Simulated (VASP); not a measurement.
Given:

```
TiN
1.0
    0.00000     2.12000     2.12000
    2.12000     0.00000     2.12000
    2.12000     2.12000     0.00000
Ti N
1 1
Direct
  0.00000   0.00000   0.00000
  0.50000   0.50000   0.50000
```

Level of theory: revTPSS meta-GGA, VASP's PBE PAW potentials (set 64) (plane waves; VASP 6.6.1). Settings: 520 eV cut-off, 13×13×13 Γ-centred mesh, first-order Methfessel-Paxton smearing of 0.10 eV, potentials Ti_sv N.

Problem. Estimate the energy per atom (σ→0), band gap (on the k-mesh) with the smallest direct gap where there is one.

Solution. 
- band gap (on the k-mesh): none (metal, semimetal or under 0.01 eV)
- energy per atom (σ→0): -10.417 eV/atom

The absolute energy has meaning only against runs of the same code, potentials and settings.

The compound is TiN in the rock salt structure. The cell was not relaxed at this level. The electron count is odd and the run is not spin-polarised, which forces a metal.
